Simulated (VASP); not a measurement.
Consider the following.

```xyz
2
Lattice="0.0000 2.5893 2.5893 2.5893 0.0000 2.5893 2.5893 2.5893 0.0000" Properties=species:S:1:pos:R:3 pbc="T T T"
Mg     0.0000     0.0000     0.0000
S      2.5893     2.5893     2.5893
```

The numbers are results of r2SCAN+rVV10, VASP's PBE PAW potentials (set 64) (plane waves; VASP), not measurements. Settings: 520 eV cut-off, 10×10×10 Γ-centred mesh, tetrahedra with Blöchl corrections, potentials Mg S.

**Question.** Tabulate the total density of states (states/eV per cell) against energy (eV; zero at the valence-band maximum or, without a gap, the Fermi level).

**Answer.** 
(E (eV), DOS (states/eV)): (-9.96, 0.00); (-9.48, 0.00); (-9.12, 0.00); (-8.64, 0.00); (-8.28, 0.00); (-7.80, 0.00); (-7.32, 0.00); (-6.96, 0.00); (-6.48, 0.00); (-6.12, 0.00); (-5.64, 0.00); (-5.28, 0.00); (-4.80, 0.26); (-4.32, 0.87); (-3.96, 2.74); (-3.48, 0.50); (-3.12, 0.82); (-2.64, 0.98); (-2.16, 1.15); (-1.80, 1.82); (-1.32, 1.96); (-0.96, 2.05); (-0.48, 1.14); (0.00, 0.04); (0.36, 0.00); (0.84, 0.00); (1.20, 0.00); (1.68, 0.00); (2.16, 0.00); (2.52, 0.00); (3.00, 0.00); (3.36, 0.00); (3.84, 0.11); (4.20, 0.20); (4.68, 0.34); (5.16, 0.61); (5.52, 1.11); (6.00, 1.74); (6.36, 1.11); (6.84, 0.79)
Within 2 eV below the valence-band maximum the largest weight inside VASP's projection spheres is S p.

The compound is MgS in the rock salt structure. It was relaxed first.
